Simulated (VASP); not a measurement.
SiW (relaxed from the rocksalt structure, space group Fm-3m): computed properties

Level of theory: r2SCAN meta-GGA, VASP's PBE PAW potentials (set 64) (plane waves; VASP).

```
Quantity                                                              Result
----------------------------------  ----------------------------------------
space group                                                      Fm-3m (225)
cell                                 a = b = c = 4.999 Å, α = β = γ = 90.00°
volume per atom                                                15.62 Å³/atom
band gap (over mesh and band path)  none (metal, semimetal or under 0.01 eV)
band gap with spin-orbit coupling                            none (metallic)
density                                                          11.27 g/cm³
```

```cif
data_SiW
_chemical_formula_sum 'Si1 W1'
_space_group_name_H-M_alt 'P 1'
_space_group_IT_number 1
_cell_length_a 3.53507
_cell_length_b 3.53507
_cell_length_c 3.53507
_cell_angle_alpha 60.000
_cell_angle_beta 60.000
_cell_angle_gamma 60.000
loop_
_space_group_symop_operation_xyz
  'x, y, z'
loop_
_atom_site_label
_atom_site_type_symbol
_atom_site_fract_x
_atom_site_fract_y
_atom_site_fract_z
_atom_site_occupancy
Si1 Si 0.00000 0.00000 0.00000 1
W1 W 0.50000 0.50000 0.50000 1
```

Unless said otherwise, spin-orbit coupling is left out, though it shifts the bands of the heavy elements here.

The structure was generated: SiW was put into the rocksalt type (Fm-3m), which need not be its known phase. It was relaxed first, which changed the volume by -23 %. Symmetry was kept, so distortions that lower it aren't found.
